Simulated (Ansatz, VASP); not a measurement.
## One calculation of ZrAl3B3N, two programs

```
Zr Al B N
1.0
     4.53793    0.00000    0.00000
    -2.26896    3.92996    0.00000
     0.00000    0.00000    6.67360
Zr Al B N
1 3 3 1
Direct
  0.00000 0.00000 0.00000
  0.66667 0.33333 0.69155
  0.66667 0.33333 0.30845
  0.00000 0.00000 0.50000
  0.53535 0.46465 0.00000
  0.53535 0.07069 0.00000
  0.92931 0.46465 0.00000
  0.33333 0.66667 0.00000
```

Alike in both runs: functional PBE; k mesh 3 × 3 × 2; occupations gaussian, width 0.15 eV; no spin polarisation.

Ansatz relaxed the structure, and its values are those at the end. VASP's run is a single point on that final structure, the one shown.

|  | VASP | Ansatz |
| --- | --- | --- |
| version | VASP 6.6.1 | Ansatz 0.2.0 |
| potentials or method | VASP PAW PBE potentials, release 64 (Zr_sv, Al, B, N) | scalar-relativistic, plane waves, PAW |
| plane-wave cutoff (eV) | 520 | 420 |
| valence electrons in the cell | 35 | 35 |

|  | VASP | Ansatz | Ansatz less VASP |
| --- | --- | --- | --- |
| gap on the k mesh at the Fermi level (eV) | none | none | - |
| pressure (GPa) | 0.0 | 0.0 | +0.01 |
| rms of the force components (eV/Å) | 0.003 | 0.003 | -0.0002 |

A gap of «none» marks a metal or a gap that the smearing closes.

Caveats: the k mesh is coarse (spacing up to 0.53 Å⁻¹), so the values aren't converged.
